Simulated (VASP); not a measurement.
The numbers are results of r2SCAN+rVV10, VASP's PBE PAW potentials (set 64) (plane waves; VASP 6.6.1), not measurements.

Input for VASP

**POSCAR**
```
NiSb
1.0
  1.9606424271  -3.3959324613   0.0000000000
  1.9606424271   3.3959324613   0.0000000000
  0.0000000000   0.0000000000   5.1023695134
Ni Sb
2 2
Cart
  1.9606424271   3.3959324613   2.5511847567
  1.9606424271   3.3959324613   0.0000000000
  1.9606424271   1.1319797511   1.2755923784
  1.9606424271  -1.1319797511   3.8267771351
```

File KPOINTS_OPT:
```
k-points along high-symmetry lines
6
Line-mode
Reciprocal
  0.000000   0.000000   0.000000 ! GAMMA
 -0.000000   0.500000   0.000000 ! M

 -0.000000   0.500000   0.000000 ! M
 -0.333333   0.666667   0.000000 ! K

 -0.333333   0.666667   0.000000 ! K
  0.000000   0.000000   0.000000 ! GAMMA

  0.000000   0.000000   0.000000 ! GAMMA
  0.000000   0.000000   0.500000 ! A

  0.000000   0.000000   0.500000 ! A
 -0.000000   0.500000   0.500000 ! L

 -0.000000   0.500000   0.500000 ! L
 -0.333333   0.666667   0.500000 ! H

 -0.333333   0.666667   0.500000 ! H
  0.000000   0.000000   0.500000 ! A

 -0.000000   0.500000   0.500000 ! L
 -0.000000   0.500000   0.000000 ! M

 -0.333333   0.666667   0.500000 ! H
 -0.333333   0.666667   0.000000 ! K
```

INCAR:
```
SYSTEM=NiSb
PREC=Accurate; ENCUT=520; LREAL=.False.
LASPH=.True.
EDIFF=1E-7; NELM=100; ALGO=Normal
LMAXMIX=4; LMIXTAU=.True.
ISMEAR=-5
METAGGA=R2SCAN; LUSE_VDW=.True.; BPARAM=11.95
CPARAM=0.0093
ISIF=2
LWAVE=.False.; LCHARG=.False.; LORBIT=11
NEDOS=601
LEFG=.True.
```

### KPOINTS
```
Automatic mesh
0
G
10 10 7
```

POTCAR, in this order: Ni Sb (PBE.64 set). Program: vasp_std.

The run wrote:

### OSZICAR
```
       N       E                     dE             d eps       ncg     rms          rms(c)
DAV:   1     0.117978506944E+03    0.11798E+03   -0.13090E+04  2128   0.168E+03
DAV:   2    -0.708319728086E+02   -0.18881E+03   -0.18344E+03  2140   0.330E+02
DAV:   3    -0.802315778851E+02   -0.93996E+01   -0.91360E+01  2408   0.937E+01
DAV:   4    -0.804731167735E+02   -0.24154E+00   -0.24034E+00  2362   0.140E+01
DAV:   5    -0.804813650592E+02   -0.82483E-02   -0.82533E-02  2692   0.273E+00    0.131E+01
DAV:   6    -0.796234585094E+02    0.85791E+00   -0.39024E+01  2260   0.118E+02    0.178E+01
DAV:   7    -0.753959780495E+02    0.42275E+01   -0.11550E+01  2328   0.746E+01    0.423E+00
DAV:   8    -0.756092537978E+02   -0.21328E+00   -0.22627E+00  2976   0.180E+01    0.318E+00
DAV:   9    -0.755837045564E+02    0.25549E-01   -0.29591E-01  2562   0.949E+00    0.841E-01
DAV:  10    -0.756082426906E+02   -0.24538E-01   -0.36256E-02  2472   0.189E+00    0.405E-01
DAV:  11    -0.756076773989E+02    0.56529E-03   -0.26866E-03  3097   0.647E-01    0.160E-01
DAV:  12    -0.756086808015E+02   -0.10034E-02   -0.58784E-03  2479   0.106E+00    0.841E-02
DAV:  13    -0.756090466027E+02   -0.36580E-03   -0.56377E-04  2308   0.335E-01    0.437E-02
DAV:  14    -0.756089976055E+02    0.48997E-04   -0.36215E-05  2478   0.633E-02    0.144E-02
DAV:  15    -0.756090399238E+02   -0.42318E-04   -0.22545E-05  2551   0.766E-02    0.329E-03
DAV:  16    -0.756090187628E+02    0.21161E-04   -0.32056E-06  2310   0.261E-02    0.289E-03
DAV:  17    -0.756090322891E+02   -0.13526E-04   -0.70090E-07  2280   0.132E-02    0.112E-03
DAV:  18    -0.756090261026E+02    0.61865E-05   -0.11602E-07  1293   0.420E-03    0.182E-04
DAV:  19    -0.756090283831E+02   -0.22805E-05   -0.19403E-08  1154   0.189E-03    0.320E-04
DAV:  20    -0.756090276006E+02    0.78249E-06   -0.33561E-09  1145   0.101E-03    0.231E-04
DAV:  21    -0.756090275914E+02    0.92191E-08   -0.11927E-09  1130   0.393E-04
   1 F= -.75609028E+02 E0= -.75609028E+02  d E =0.000000E+00
       N       E                     dE             ncg
```

File OUTCAR:
```
------------------------ aborting loop because EDIFF is reached ----------------------------------------
  FORCE on cell =-STRESS in cart. coord.  units (eV):
  Direction    XX          YY          ZZ          XY          YZ          ZX
  --------------------------------------------------------------------------------------
  Total       -0.0605761     -0.0605761      0.0729011      0.0000000     -0.0000000      0.0000000
  in kB       -1.4284099     -1.4284100      1.7190365      0.0000000     -0.0000000      0.0000000
  external PRESSURE =      -0.3792612 kB  Pullay stress =       0.0000000 kB
  volume of cell :       67.95
      direct lattice vectors                 reciprocal lattice vectors
     1.960642427 -3.395932461  0.000000000     0.255018454 -0.147234966  0.000000000
     1.960642427  3.395932461  0.000000000     0.255018454  0.147234966  0.000000000
     0.000000000  0.000000000  5.102369513     0.000000000  0.000000000  0.195987374
 POSITION                                       TOTAL-FORCE (eV/Angst)
 -----------------------------------------------------------------------------------
      0.00000      0.00000      2.55118        -0.000000      0.000000     -0.000000
      0.00000      0.00000      0.00000        -0.000000      0.000000     -0.000000
      1.96064      1.13198      1.27559         0.000000      0.000000      0.000000
      1.96064     -1.13198      3.82678         0.000000     -0.000000      0.000000
 -----------------------------------------------------------------------------------
    total drift:                                0.000000      0.000000      0.000000
  FREE ENERGIE OF THE ION-ELECTRON SYSTEM (eV)
  ---------------------------------------------------
  free  energy   TOTEN  =       -75.6090275914 eV

  energy  without entropy=      -75.6090275914  energy(sigma->0) =      -75.60902759

 total charge

# of ion       s       p       d       tot
------------------------------------------
    1        0.462   0.517   8.477   9.456
    2        0.462   0.517   8.477   9.456
    3        1.105   1.241   0.079   2.425
    4        1.105   1.241   0.079   2.425
--------------------------------------------------
tot          3.134   3.516  17.112  23.762

 Electric field gradients after diagonalization (V/A^2)
 (convention: |V_zz| > |V_xx| > |V_yy|)
----------------------------------------------------------------------
 ion       V_xx      V_yy      V_zz     asymmetry (V_yy - V_xx)/ V_zz
----------------------------------------------------------------------
   1      12.538    12.536   -25.075       0.000
   2      12.538    12.536   -25.075       0.000
   3     -43.140   -43.140    86.280       0.000
   4     -43.140   -43.140    86.280       0.000
```
(Selected blocks of OUTCAR.)

For a metal the tetrahedron method with Blöchl corrections gives inexact stress and forces.

The compound is NiSb in the NiAs type structure. It was relaxed first. The run is not spin-polarised, so no magnetic state was tried.
